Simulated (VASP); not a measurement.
These are PBE GGA, VASP's PBE PAW potentials (set 64) (plane waves; VASP) values and carry that method's errors.

VASP ran on this input.

### KPOINTS
```
Automatic
0
G
14 14 14
```

File POSCAR:
```
Co
1
    2.3170220000     0.0000000000     0.0000000000
    0.0000000000     2.3170220000     0.0000000000
    0.0000000000     0.0000000000     2.3170220000
Co
1
Direct
  0.0000000000   0.0000000000   0.0000000000
```

### INCAR
```
! general
SYSTEM  = Co
PREC    = Accurate
ENCUT   = 400
LREAL   = .FALSE.
LASPH   = .TRUE.

! electronic loop
EDIFF   = 1E-6
NELM    = 100
ALGO    = Normal
IMIX    = 1
AMIX    = 0.05
BMIX    = 3.0
LMAXMIX = 4

! smearing
ISMEAR  = 1
SIGMA   = 0.1

! functional
GGA     = PE

! spin
ISPIN   = 2
MAGMOM  = 3.0

! ions
ISIF    = 2

! output
LWAVE   = .FALSE.
LCHARG  = .FALSE.
LORBIT  = 10
```

POTCAR, in this order: Co (PBE.64 set). Program: vasp_std.

Output of the run:

**OUTCAR**
```
 ion  position               nearest neighbor table
   1  0.000  0.000  0.000-
  LATTYP: Found a simple cubic cell.
 ALAT       =     2.3170220000
 Subroutine PRICEL returns:
 Original cell was already a primitive cell.
 Subroutine GETGRP returns: Found 48 space group operations
The static configuration has the point symmetry O_h .
The dynamic configuration has the point symmetry O_h .
The overall configuration has the point symmetry O_h .
 Subroutine INISYM returns: Found 48 space group operations
 Subroutine IBZKPT returns following result:
 Found    120 irreducible k-points:

 Following reciprocal coordinates:
            Coordinates               Weight
  0.000000  0.000000  0.000000      1.000000
  0.071429  0.000000  0.000000      6.000000
  0.142857  0.000000  0.000000      6.000000
  0.214286  0.000000  0.000000      6.000000
  0.285714  0.000000  0.000000      6.000000
  0.357143  0.000000  0.000000      6.000000
  0.428571  0.000000  0.000000      6.000000
  0.500000  0.000000  0.000000      3.000000
  0.071429  0.071429  0.000000     12.000000
  0.142857  0.071429  0.000000     24.000000
  0.214286  0.071429  0.000000     24.000000
  0.285714  0.071429  0.000000     24.000000
  0.357143  0.071429  0.000000     24.000000
  0.428571  0.071429  0.000000     24.000000
  0.500000  0.071429  0.000000     12.000000
  0.142857  0.142857  0.000000     12.000000
  0.214286  0.142857  0.000000     24.000000
  0.285714  0.142857  0.000000     24.000000
  0.357143  0.142857  0.000000     24.000000
  0.428571  0.142857  0.000000     24.000000
  0.500000  0.142857  0.000000     12.000000
  0.214286  0.214286  0.000000     12.000000
  0.285714  0.214286  0.000000     24.000000
  0.357143  0.214286  0.000000     24.000000
  0.428571  0.214286  0.000000     24.000000
  0.500000  0.214286  0.000000     12.000000
  0.285714  0.285714  0.000000     12.000000
  0.357143  0.285714  0.000000     24.000000
  0.428571  0.285714  0.000000     24.000000
  0.500000  0.285714  0.000000     12.000000
  0.357143  0.357143  0.000000     12.000000
  0.428571  0.357143  0.000000     24.000000
  0.500000  0.357143  0.000000     12.000000
  0.428571  0.428571  0.000000     12.000000
  0.500000  0.428571  0.000000     12.000000
  0.500000  0.500000  0.000000      3.000000
  0.071429  0.071429  0.071429      8.000000
  0.142857  0.071429  0.071429     24.000000
  0.214286  0.071429  0.071429     24.000000
  0.285714  0.071429  0.071429     24.000000
   k-points           NKPTS =    120   k-points in BZ     NKDIM =    120   number of bands    NBANDS=     10
   number of dos      NEDOS =    301   number of ions     NIONS =      1
   total plane-waves  NPLWV =   4096
   dimension x,y,z NGX =    16 NGY =   16 NGZ =   16
   dimension x,y,z NGXF=    32 NGYF=   32 NGZF=   32
   ions per type =               1
   PREC   = accura    normal or accurate (medium, high low for compatibility)
   ISTART =      0    job   : 0-new  1-cont  2-samecut
   ICHARG =      2    charge: 1-file 2-atom 10-const
   ISPIN  =      2    spin polarized calculation?
   LNONCOLLINEAR =      F non collinear calculations
   LSORBIT =      F    spin-orbit coupling
   INIWAV =      1    electr: 0-lowe 1-rand  2-diag
   ENCUT  =  400.0 eV  29.40 Ry    5.42 a.u.   3.78  3.78  3.78*2*pi/ulx,y,z
   NELM   =    100;   NELMIN=  2; NELMDL= -5     # of ELM steps
   EDIFF  = 0.1E-05   stopping-criterion for ELM
   LREAL  =      F    real-space projection
   NLSPLINE    = F    spline interpolate recip. space projectors
   LMAXMIX     =    4 max onsite mixed and CHGCAR
...
```

OSZICAR:
```
...
DAV:  12    -0.645426344666E+01    0.31706E-01   -0.15646E-02  5290   0.180E+00    0.494E+00
DAV:  13    -0.642747336096E+01    0.26790E-01   -0.11863E-02  5314   0.157E+00    0.459E+00
DAV:  14    -0.640542100862E+01    0.22052E-01   -0.89636E-03  5298   0.135E+00    0.426E+00
DAV:  15    -0.638757095848E+01    0.17850E-01   -0.66873E-03  5314   0.116E+00    0.396E+00
DAV:  16    -0.637302672029E+01    0.14544E-01   -0.49866E-03  5338   0.985E-01    0.369E+00
DAV:  17    -0.636113636702E+01    0.11890E-01   -0.37052E-03  5354   0.836E-01    0.345E+00
DAV:  18    -0.635134403020E+01    0.97923E-02   -0.27376E-03  5370   0.705E-01    0.322E+00
DAV:  19    -0.634311093130E+01    0.82331E-02   -0.20237E-03  5434   0.594E-01    0.302E+00
DAV:  20    -0.633601012684E+01    0.71008E-02   -0.15075E-03  5412   0.504E-01    0.284E+00
DAV:  21    -0.632976188328E+01    0.62482E-02   -0.11395E-03  5456   0.430E-01    0.268E+00
DAV:  22    -0.632419413939E+01    0.55677E-02   -0.87369E-04  5428   0.370E-01    0.253E+00
DAV:  23    -0.631919801100E+01    0.49961E-02   -0.68174E-04  5462   0.320E-01    0.239E+00
DAV:  24    -0.631469952317E+01    0.44985E-02   -0.54108E-04  5468   0.279E-01    0.226E+00
DAV:  25    -0.631064203495E+01    0.40575E-02   -0.43621E-04  5444   0.244E-01    0.214E+00
DAV:  26    -0.630697665170E+01    0.36654E-02   -0.35624E-04  5454   0.213E-01    0.203E+00
DAV:  27    -0.630365888604E+01    0.33178E-02   -0.29320E-04  5502   0.187E-01    0.192E+00
DAV:  28    -0.630064823323E+01    0.30107E-02   -0.24356E-04  5532   0.164E-01    0.182E+00
DAV:  29    -0.629790876221E+01    0.27395E-02   -0.20398E-04  5662   0.144E-01    0.173E+00
DAV:  30    -0.629540917466E+01    0.24996E-02   -0.17206E-04  5754   0.126E-01    0.164E+00
DAV:  31    -0.629312254259E+01    0.22866E-02   -0.14626E-04  5852   0.111E-01    0.156E+00
DAV:  32    -0.629102582437E+01    0.20967E-02   -0.12529E-04  5702   0.976E-02    0.148E+00
DAV:  33    -0.628909930370E+01    0.19265E-02   -0.10818E-04  5568   0.862E-02    0.140E+00
DAV:  34    -0.628732605076E+01    0.17733E-02   -0.93968E-05  5478   0.765E-02    0.133E+00
DAV:  35    -0.628569141653E+01    0.16346E-02   -0.82176E-05  5414   0.682E-02    0.126E+00
DAV:  36    -0.628418266650E+01    0.15088E-02   -0.72312E-05  5446   0.612E-02    0.120E+00
DAV:  37    -0.628278864791E+01    0.13940E-02   -0.63958E-05  5440   0.553E-02    0.114E+00
DAV:  38    -0.628149951746E+01    0.12891E-02   -0.56864E-05  5426   0.504E-02    0.108E+00
DAV:  39    -0.628030653581E+01    0.11930E-02   -0.50774E-05  5472   0.463E-02    0.103E+00
DAV:  40    -0.627920189420E+01    0.11046E-02   -0.45518E-05  5448   0.429E-02    0.977E-01
DAV:  41    -0.627817857311E+01    0.10233E-02   -0.40950E-05  5438   0.401E-02    0.928E-01
DAV:  42    -0.627723022962E+01    0.94834E-03   -0.36953E-05  5328   0.377E-02    0.882E-01
DAV:  43    -0.627635111437E+01    0.87912E-03   -0.33424E-05  5338   0.356E-02    0.839E-01
DAV:  44    -0.627553597995E+01    0.81513E-03   -0.30323E-05  5328   0.338E-02    0.797E-01
DAV:  45    -0.627478004281E+01    0.75594E-03   -0.27561E-05  5316   0.322E-02    0.758E-01
DAV:  46    -0.627407890702E+01    0.70114E-03   -0.25094E-05  5310   0.307E-02    0.721E-01
DAV:  47    -0.627342854228E+01    0.65036E-03   -0.22892E-05  5364   0.294E-02    0.685E-01
DAV:  48    -0.627282523222E+01    0.60331E-03   -0.20903E-05  5350   0.282E-02    0.652E-01
DAV:  49    -0.627226555147E+01    0.55968E-03   -0.19123E-05  5380   0.271E-02    0.620E-01
DAV:  50    -0.627174633488E+01    0.51922E-03   -0.17518E-05  5422   0.260E-02    0.590E-01
DAV:  51    -0.627126465556E+01    0.48168E-03   -0.16063E-05  5404   0.251E-02    0.561E-01
DAV:  52    -0.627081780350E+01    0.44685E-03   -0.14738E-05  5424   0.241E-02    0.534E-01
DAV:  53    -0.627040327131E+01    0.41453E-03   -0.13546E-05  5330   0.232E-02    0.509E-01
DAV:  54    -0.627001872978E+01    0.38454E-03   -0.12452E-05  5342   0.224E-02    0.484E-01
DAV:  55    -0.626966202464E+01    0.35671E-03   -0.11461E-05  5306   0.216E-02    0.461E-01
DAV:  56    -0.626933115007E+01    0.33087E-03   -0.10550E-05  5290   0.208E-02    0.439E-01
DAV:  57    -0.626902425023E+01    0.30690E-03   -0.97188E-06  5158   0.201E-02    0.418E-01
DAV:  58    -0.626873959730E+01    0.28465E-03   -0.89640E-06  5168   0.194E-02    0.398E-01
DAV:  59    -0.626847559394E+01    0.26400E-03   -0.82742E-06  5056   0.187E-02    0.380E-01
DAV:  60    -0.626823074960E+01    0.24484E-03   -0.76341E-06  4972   0.180E-02    0.362E-01
DAV:  61    -0.626800368377E+01    0.22707E-03   -0.70523E-06  4912   0.174E-02    0.345E-01
DAV:  62    -0.626779311525E+01    0.21057E-03   -0.65058E-06  4720   0.168E-02    0.329E-01
DAV:  63    -0.626759785056E+01    0.19526E-03   -0.60256E-06  4466   0.162E-02    0.314E-01
DAV:  64    -0.626741678474E+01    0.18107E-03   -0.55941E-06  4378   0.157E-02    0.299E-01
DAV:  65    -0.626724889479E+01    0.16789E-03   -0.51963E-06  4296   0.151E-02    0.285E-01
DAV:  66    -0.626709322542E+01    0.15567E-03   -0.47939E-06  4046   0.146E-02    0.272E-01
DAV:  67    -0.626694889051E+01    0.14433E-03   -0.44236E-06  3866   0.142E-02    0.260E-01
DAV:  68    -0.626681506903E+01    0.13382E-03   -0.41509E-06  3776   0.137E-02    0.248E-01
DAV:  69    -0.626669100249E+01    0.12407E-03   -0.38002E-06  3568   0.131E-02    0.237E-01
DAV:  70    -0.626657597713E+01    0.11503E-03   -0.35534E-06  3488   0.127E-02    0.226E-01
DAV:  71    -0.626646933910E+01    0.10664E-03   -0.32896E-06  3212   0.123E-02    0.216E-01
DAV:  72    -0.626637047861E+01    0.98860E-04   -0.30600E-06  3204   0.118E-02    0.207E-01
DAV:  73    -0.626627882963E+01    0.91649E-04   -0.28292E-06  3112   0.114E-02    0.198E-01
DAV:  74    -0.626619386771E+01    0.84962E-04   -0.26331E-06  3042   0.110E-02    0.189E-01
DAV:  75    -0.626611510401E+01    0.78764E-04   -0.24279E-06  2886   0.106E-02    0.181E-01
DAV:  76    -0.626604208870E+01    0.73015E-04   -0.22693E-06  2834   0.102E-02    0.173E-01
DAV:  77    -0.626597440188E+01    0.67687E-04   -0.21042E-06  2788   0.983E-03    0.166E-01
DAV:  78    -0.626591165323E+01    0.62749E-04   -0.19367E-06  2656   0.948E-03    0.159E-01
DAV:  79    -0.626585348529E+01    0.58168E-04   -0.18255E-06  2700   0.914E-03    0.152E-01
DAV:  80    -0.626579956272E+01    0.53923E-04   -0.16926E-06  2612   0.875E-03    0.145E-01
DAV:  81    -0.626574957371E+01    0.49989E-04   -0.15633E-06  2526   0.846E-03    0.139E-01
DAV:  82    -0.626570323251E+01    0.46341E-04   -0.14688E-06  2512   0.816E-03    0.134E-01
DAV:  83    -0.626566027115E+01    0.42961E-04   -0.13460E-06  2502   0.783E-03    0.128E-01
DAV:  84    -0.626562044302E+01    0.39828E-04   -0.12597E-06  2488   0.757E-03    0.123E-01
DAV:  85    -0.626558351827E+01    0.36925E-04   -0.11639E-06  2448   0.733E-03    0.118E-01
DAV:  86    -0.626554928492E+01    0.34233E-04   -0.10824E-06  2430   0.707E-03    0.113E-01
DAV:  87    -0.626551754656E+01    0.31738E-04   -0.10125E-06  2438   0.681E-03    0.109E-01
DAV:  88    -0.626548812013E+01    0.29426E-04   -0.93510E-07  2426   0.659E-03    0.104E-01
DAV:  89    -0.626546083655E+01    0.27284E-04   -0.86749E-07  2414   0.638E-03    0.100E-01
DAV:  90    -0.626543553750E+01    0.25299E-04   -0.80786E-07  2408   0.617E-03    0.962E-02
DAV:  91    -0.626541208094E+01    0.23457E-04   -0.74941E-07  2418   0.595E-03    0.925E-02
DAV:  92    -0.626539032901E+01    0.21752E-04   -0.70387E-07  2414   0.575E-03    0.889E-02
DAV:  93    -0.626537015962E+01    0.20169E-04   -0.64285E-07  2408   0.556E-03    0.855E-02
DAV:  94    -0.626535145458E+01    0.18705E-04   -0.60892E-07  2404   0.538E-03    0.822E-02
DAV:  95    -0.626533410804E+01    0.17347E-04   -0.55837E-07  2410   0.520E-03    0.791E-02
DAV:  96    -0.626531802050E+01    0.16088E-04   -0.52094E-07  2408   0.504E-03    0.762E-02
DAV:  97    -0.626530309910E+01    0.14921E-04   -0.48548E-07  2408   0.486E-03    0.733E-02
DAV:  98    -0.626528925994E+01    0.13839E-04   -0.45272E-07  2406   0.468E-03    0.706E-02
DAV:  99    -0.626527642289E+01    0.12837E-04   -0.41904E-07  2406   0.454E-03    0.681E-02
DAV: 100    -0.626526451394E+01    0.11909E-04   -0.39276E-07  2400   0.439E-03
   1 F= -.62652645E+01 E0= -.62650034E+01  d E =-.783450E-03  mag=     1.8552
```

File OUTCAR:
```
------------------------ aborting loop EDIFF was not reached (unconverged)  ----------------------------
  FORCE on cell =-STRESS in cart. coord.  units (eV):
  Direction    XX          YY          ZZ          XY          YZ          ZX
  --------------------------------------------------------------------------------------
  Total        0.3098906      0.3098906      0.3098906      0.0000000      0.0000000      0.0000000
  in kB       39.9142945     39.9142945     39.9142945      0.0000000      0.0000000      0.0000000
  external PRESSURE =      39.9142945 kB  Pullay stress =       0.0000000 kB
  volume of cell :       12.44
      direct lattice vectors                 reciprocal lattice vectors
     2.317022000  0.000000000  0.000000000     0.431588479  0.000000000  0.000000000
     0.000000000  2.317022000  0.000000000     0.000000000  0.431588479  0.000000000
     0.000000000  0.000000000  2.317022000     0.000000000  0.000000000  0.431588479
 POSITION                                       TOTAL-FORCE (eV/Angst)
 -----------------------------------------------------------------------------------
      0.00000      0.00000      0.00000         0.000000      0.000000      0.000000
 -----------------------------------------------------------------------------------
    total drift:                                0.000000      0.000000      0.000000
  FREE ENERGIE OF THE ION-ELECTRON SYSTEM (eV)
  ---------------------------------------------------
  free  energy   TOTEN  =        -6.2652645139 eV

  energy  without entropy=       -6.2644810639  energy(sigma->0) =       -6.26500336

 total charge

# of ion       s       p       d       tot
------------------------------------------
    1        0.505   0.426   7.275   8.207

 magnetization (x)

# of ion       s       p       d       tot
------------------------------------------
    1        0.009  -0.004   1.852   1.858
```
(Selected blocks of OUTCAR.)

File stdout:
```
...
DAV:  81    -0.626574957371E+01    0.49989E-04   -0.15633E-06  2526   0.846E-03    0.139E-01
DAV:  82    -0.626570323251E+01    0.46341E-04   -0.14688E-06  2512   0.816E-03    0.134E-01
DAV:  83    -0.626566027115E+01    0.42961E-04   -0.13460E-06  2502   0.783E-03    0.128E-01
DAV:  84    -0.626562044302E+01    0.39828E-04   -0.12597E-06  2488   0.757E-03    0.123E-01
DAV:  85    -0.626558351827E+01    0.36925E-04   -0.11639E-06  2448   0.733E-03    0.118E-01
DAV:  86    -0.626554928492E+01    0.34233E-04   -0.10824E-06  2430   0.707E-03    0.113E-01
DAV:  87    -0.626551754656E+01    0.31738E-04   -0.10125E-06  2438   0.681E-03    0.109E-01
DAV:  88    -0.626548812013E+01    0.29426E-04   -0.93510E-07  2426   0.659E-03    0.104E-01
DAV:  89    -0.626546083655E+01    0.27284E-04   -0.86749E-07  2414   0.638E-03    0.100E-01
DAV:  90    -0.626543553750E+01    0.25299E-04   -0.80786E-07  2408   0.617E-03    0.962E-02
DAV:  91    -0.626541208094E+01    0.23457E-04   -0.74941E-07  2418   0.595E-03    0.925E-02
DAV:  92    -0.626539032901E+01    0.21752E-04   -0.70387E-07  2414   0.575E-03    0.889E-02
DAV:  93    -0.626537015962E+01    0.20169E-04   -0.64285E-07  2408   0.556E-03    0.855E-02
DAV:  94    -0.626535145458E+01    0.18705E-04   -0.60892E-07  2404   0.538E-03    0.822E-02
DAV:  95    -0.626533410804E+01    0.17347E-04   -0.55837E-07  2410   0.520E-03    0.791E-02
DAV:  96    -0.626531802050E+01    0.16088E-04   -0.52094E-07  2408   0.504E-03    0.762E-02
DAV:  97    -0.626530309910E+01    0.14921E-04   -0.48548E-07  2408   0.486E-03    0.733E-02
DAV:  98    -0.626528925994E+01    0.13839E-04   -0.45272E-07  2406   0.468E-03    0.706E-02
DAV:  99    -0.626527642289E+01    0.12837E-04   -0.41904E-07  2406   0.454E-03    0.681E-02
DAV: 100    -0.626526451394E+01    0.11909E-04   -0.39276E-07  2400   0.439E-03

 -----------------------------------------------------------------------------
|                                                                             |
|           W    W    AA    RRRRR   N    N  II  N    N   GGGG   !!!           |
|           W    W   A  A   R    R  NN   N  II  NN   N  G    G  !!!           |
|           W    W  A    A  R    R  N N  N  II  N N  N  G       !!!           |
|           W WW W  AAAAAA  RRRRR   N  N N  II  N  N N  G  GGG   !            |
|           WW  WW  A    A  R   R   N   NN  II  N   NN  G    G                |
|           W    W  A    A  R    R  N    N  II  N    N   GGGG   !!!           |
|                                                                             |
|     The electronic self-consistency was not achieved in the given           |
|     number of steps (NELM). The forces and other quantities evaluated       |
|     might not be reliable so examine the results carefully. If you find     |
|     spurious results, we suggest increasing NELM, if you were close to      |
|     convergence or switching to a different ALGO or adjusting the           |
|     density mixing parameters otherwise.                                    |
|                                                                             |
 -----------------------------------------------------------------------------

   1 F= -.62652645E+01 E0= -.62650034E+01  d E =-.783450E-03  mag=     1.8552
```

The run did not converge; its last values are not results.

The structure was generated: Co was put into the simple-cubic type (Pm-3m), which need not be its known phase. The cell was not relaxed at this level. The run is one of a series of settings (AMIX = 0.05, BMIX = 3.0, IMIX = 1 against the base run), some of them coarse on purpose.
